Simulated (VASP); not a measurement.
Here is the system:

```
LiH
1.0
    0.00000     1.97230     1.97230
    1.97230     0.00000     1.97230
    1.97230     1.97230     0.00000
Li H
1 1
Direct
  0.00000   0.00000   0.00000
  0.50000   0.50000   0.50000
```

Method: vdW-DF2, VASP's PBE PAW potentials (set 64) (plane waves; VASP 6.6.1). Run with 520 eV cut-off, 11×11×11 Γ-centred mesh, Gaussian smearing of 0.050 eV, potentials Li_sv H.

Q: The job: LiH (rock salt), 2 atoms, vdW-DF2, static run, 520 eV, 11×11×11 Γ-centred mesh. Roughly how much core time does it take on a busy server core?

A: About 10 core-seconds (one run on a shared machine, a rough figure). It had 56 irreducible k-points, 6 bands, up to 428 plane waves and 15 electronic steps.

The compound is LiH in the rock salt structure. This cell is one point of a volume scan, at 0.94 of the reference volume.
